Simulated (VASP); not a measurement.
Given:

```
KZnF3
1.0
    3.76955     0.00000     0.00000
    0.00000     3.76955     0.00000
    0.00000     0.00000     3.76955
K Zn F
1 1 3
Direct
  0.00000   0.00000   0.00000
  0.50000   0.50000   0.50000
  0.50000   0.00000   0.50000
  0.00000   0.50000   0.50000
  0.50000   0.50000   0.00000
```

All values below come from PBEsol GGA, VASP's PBE PAW potentials (set 64) (plane waves; VASP). Numerical set-up: 620 eV cut-off, 6×6×6 Γ-centred mesh, Gaussian smearing of 0.050 eV, potentials K_sv Zn F.

Energy and stress use the plane-wave basis of the starting cell.

Task: The ions, cell shape and volume at an external pressure of 45.0 GPa are relaxed. Predict the relaxed structure.

Result: 
```
KZnF3
1.0
    3.69025     0.00000     0.00000
    0.00000     3.69025     0.00000
    0.00000     0.00000     3.69025
K Zn F
1 1 3
Direct
  0.00000   0.00000   0.00000
  0.50000   0.50000   0.50000
  0.50000   0.00000   0.50000
  0.00000   0.50000   0.50000
  0.50000   0.50000   0.00000
```
Space group Pm-3m (221), at a tolerance of 0.03 Å.

Task: How do energy and volume change from the first to the last step?

Result: The energy (σ→0) changes by +153.3 meV/atom and the volume by -6.2 %, in 4 ionic steps.

```
step  E(σ→0) (eV)  max force (eV/Å)  pressure (GPa)  volume (Å³)
----  -----------  ----------------  --------------  -----------
1        -20.3077             0.000           30.04        53.56
2        -18.0831             0.000           71.32        46.18
3        -19.5590             0.000           44.67        50.32
4        -19.5412             0.000           44.96        50.25
```

The compound is KZnF3 in the cubic perovskite structure. This run relaxes it under an external pressure of 45 GPa. Symmetry was kept, so distortions that lower it aren't found.
